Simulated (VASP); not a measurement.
Consider the following.

```
CELL_PARAMETERS angstrom
      5.02650     0.00000     0.00000
      0.00000     5.02650     0.00000
      0.00000     0.00000     3.44474
ATOMIC_POSITIONS crystal
  Pb 0.00000 0.00000 0.00000
  Pb 0.50000 0.50000 0.50000
  O  0.30742 0.30742 0.00000
  O  0.80742 0.19258 0.50000
  O  0.19258 0.80742 0.50000
  O  0.69258 0.69258 0.00000
```

These are PBE GGA with D3 dispersion (Becke-Johnson damping), VASP's PBE PAW potentials (set 64) (plane waves; VASP) values and carry that method's errors. Run with 520 eV cut-off, Gaussian smearing of 0.050 eV, potentials Pb_d O.

Unless said otherwise, spin-orbit coupling is left out, though it shifts the bands of the heavy elements here.

Give the energies of bands 15 to 28 at the high-symmetry points, in eV from the valence-band maximum.

```
band      Γ      X      M      Z      R      A
----  -----  -----  -----  -----  -----  -----
15    -7.97  -6.40  -5.63  -7.31  -7.03  -7.75
16    -3.24  -6.40  -5.63  -7.31  -7.03  -7.75
17    -3.16  -2.50  -3.06  -3.25  -4.50  -3.79
18    -3.16  -2.50  -3.06  -3.25  -4.50  -3.79
19    -2.10  -2.34  -2.49  -2.82  -3.30  -1.92
20    -1.96  -2.34  -2.49  -2.82  -3.30  -1.92
21    -1.70  -1.27  -1.49  -1.96  -1.02  -1.83
22    -0.71  -1.27  -1.49  -1.96  -1.02  -1.83
23    -0.62  -0.65  -0.67  -1.03  -0.71  -0.62
24    -0.62  -0.65  -0.67  -1.03  -0.71  -0.62
25    -0.54  -0.34  -0.43  -0.73  -0.21  -0.47
26    -0.54  -0.34  -0.43  -0.73  -0.21  -0.47
27     0.11   2.25   2.63   3.55   3.85   2.66
28     4.03   2.25   2.63   3.55   3.85   2.66
```

The gap is indirect, 0.02 eV, from the valence maximum at Γ-Z at 0.22 to the conduction minimum at M-Γ at 0.78.

The compound is PbO2 in the rutile structure. It was relaxed first.
